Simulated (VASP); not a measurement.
Method: PBE GGA, VASP's PBE PAW potentials (set 64) (plane waves; VASP).

A VASP calculation is set up with these files.

### KPOINTS
```
K-points
0
Gamma
8 8 4
0 0 0
```

INCAR:
```
# general
SYSTEM  = TiTe2
PREC    = Accurate
ENCUT   = 300   # plane-wave cut-off (eV)
LREAL   = .FALSE.   # projection in real space or not
LASPH   = .TRUE.

# electronic loop
EDIFF   = 1E-6   # SCF stop (eV)
NELM    = 100   # most electronic steps
ALGO    = Normal   # blocked Davidson
LMAXMIX = 4   # l cut-off of mixed one-centre charges

# smearing
ISMEAR  = -1   # Fermi-Dirac
SIGMA   = 0.1   # width (eV)

# functional
GGA     = PE

# ions
ISIF    = 2   # forces and stress, cell fixed

# output
LWAVE   = .FALSE.
LCHARG  = .FALSE.
```

**POSCAR**
```
TiTe2
1
    3.8788960000     0.0000000000     0.0000000000
   -1.9394480000     3.3592230000     0.0000000000
    0.0000000000     0.0000000000     6.8143210000
Ti Te
1 2
Direct
  0.0000000000   0.0000000000   0.0000000000
  0.6666670000   0.3333330000   0.7498300000
  0.3333330000   0.6666670000   0.2501700000
```

POTCAR, in this order: Ti_sv Te (PBE.64 set). Program: vasp_std.

Problem. What will the output report for the number of irreducible k-points (NKPTS), largest plane-wave count, number of space-group operations, FFT grid (NGX, NGY, NGZ)?

Solution. 
The number of irreducible k-points (NKPTS) is 35, the largest plane-wave count comes out as 1075 and the number of space-group operations is 12. The FFT grid (NGX, NGY, NGZ) is 24 × 24 × 40.

The structure comes from a computed database's TiTe2 entry; how it stands against other phases isn't given here. The cell was not relaxed at this level.
